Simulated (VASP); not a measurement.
Crystal: ZrP2O7.

```
CELL_PARAMETERS angstrom
8.45708 0.00000 0.00000
0.00000 8.45708 0.00000
0.00000 0.00000 8.45708
ATOMIC_POSITIONS crystal
Zr 0.00000 0.50000 0.50000
Zr 0.50000 0.50000 0.00000
Zr 0.50000 0.00000 0.50000
Zr 0.00000 0.00000 0.00000
P 0.39300 0.10700 0.89300
P 0.10700 0.89300 0.39300
P 0.89300 0.39300 0.10700
P 0.60700 0.60700 0.60700
P 0.60700 0.89300 0.10700
P 0.89300 0.10700 0.60700
P 0.10700 0.60700 0.89300
P 0.39300 0.39300 0.39300
O 0.50000 0.00000 0.00000
O 0.00000 0.00000 0.50000
O 0.00000 0.50000 0.00000
O 0.50000 0.50000 0.50000
O 0.94257 0.22449 0.07756
O 0.44257 0.27551 0.92244
O 0.05743 0.72449 0.42244
O 0.27551 0.92244 0.44257
O 0.42244 0.05743 0.72449
O 0.92244 0.44257 0.27551
O 0.22449 0.07756 0.94257
O 0.07756 0.94257 0.22449
O 0.44257 0.22449 0.42244
O 0.42244 0.44257 0.22449
O 0.22449 0.42244 0.44257
O 0.27551 0.57756 0.94257
O 0.92244 0.05743 0.77551
O 0.77551 0.92244 0.05743
O 0.07756 0.55743 0.72449
O 0.57756 0.94257 0.27551
O 0.72449 0.07756 0.55743
O 0.94257 0.27551 0.57756
O 0.55743 0.72449 0.07756
O 0.05743 0.77551 0.92244
O 0.55743 0.77551 0.57756
O 0.57756 0.55743 0.77551
O 0.77551 0.57756 0.55743
O 0.72449 0.42244 0.05743
```

The cell is a database's computed one.

| Property | Result |
| --- | --- |
| Program | VASP 6.6.1 |
| Task | relaxation of cell and atoms |
| Functional | PBEsol |
| Potentials or basis | VASP PAW PBE potentials, release 64 (Zr_sv, P, O) |
| Cutoff | 600 eV |
| k mesh | 4 × 4 × 4 |
| Occupations | gaussian, width 0.03 eV |
| Spin | no spin polarisation |

At the start: pressure 1.8 GPa; volume 15.12 Å³/atom.

Problem. Where does the relaxation end?

Solution. Over 14 steps the energy falls by 2.7 meV/atom and the volume is 15.19 Å³/atom (+0.5 %); space group Pa-3 (No. 205, to 0.05 Å).

The path:
```tsv
step	energy change (eV)	largest force (eV/Å)	pressure (GPa)	volume (Å³)
1	0.0000	0.7365	1.80	604.87
2	0.7732	1.9892	-4.96	619.83
3	-0.0957	0.3419	-0.06	608.46
4	-0.0957	0.3339	-0.02	608.39
5	-0.0910	0.4120	-0.29	608.87
6	-0.1038	0.0331	-0.14	608.60
7	-0.1048	0.0272	0.04	607.73
8	-0.1048	0.0291	0.09	607.51
9	-0.1057	0.0162	0.08	607.50
10	-0.1061	0.0124	0.08	607.50
11	-0.1062	0.0304	0.07	607.48
12	-0.1063	0.0220	0.07	607.49
13	-0.1054	0.0778	-0.19	608.13
14	-0.1064	0.0049	0.01	607.64
```

Final structure:
```
Zr P O
1.0
     8.46999    0.00000    0.00000
     0.00000    8.46999    0.00000
     0.00000    0.00000    8.46999
Zr P O
4 8 28
Direct
  0.00000 0.50000 0.50000
  0.50000 0.50000 0.00000
  0.50000 0.00000 0.50000
  0.00000 0.00000 0.00000
  0.39251 0.10749 0.89251
  0.10749 0.89251 0.39251
  0.89251 0.39251 0.10749
  0.60749 0.60749 0.60749
  0.60749 0.89251 0.10749
  0.89251 0.10749 0.60749
  0.10749 0.60749 0.89251
  0.39251 0.39251 0.39251
  0.50000 0.00000 0.00000
  0.00000 0.00000 0.50000
  0.00000 0.50000 0.00000
  0.50000 0.50000 0.50000
  0.94239 0.22307 0.07766
  0.44239 0.27693 0.92234
  0.05761 0.72307 0.42234
  0.27693 0.92234 0.44239
  0.42234 0.05761 0.72307
  0.92234 0.44239 0.27693
  0.22307 0.07766 0.94239
  0.07766 0.94239 0.22307
  0.44239 0.22307 0.42234
  0.42234 0.44239 0.22307
  0.22307 0.42234 0.44239
  0.27693 0.57766 0.94239
  0.92234 0.05761 0.77693
  0.77693 0.92234 0.05761
  0.07766 0.55761 0.72307
  0.57766 0.94239 0.27693
  0.72307 0.07766 0.55761
  0.94239 0.27693 0.57766
  0.55761 0.72307 0.07766
  0.05761 0.77693 0.92234
  0.55761 0.77693 0.57766
  0.57766 0.55761 0.77693
  0.77693 0.57766 0.55761
  0.72307 0.42234 0.05761
```

Caveat: the PAW data sets were made with another functional, which shifts forces and pressure a little.
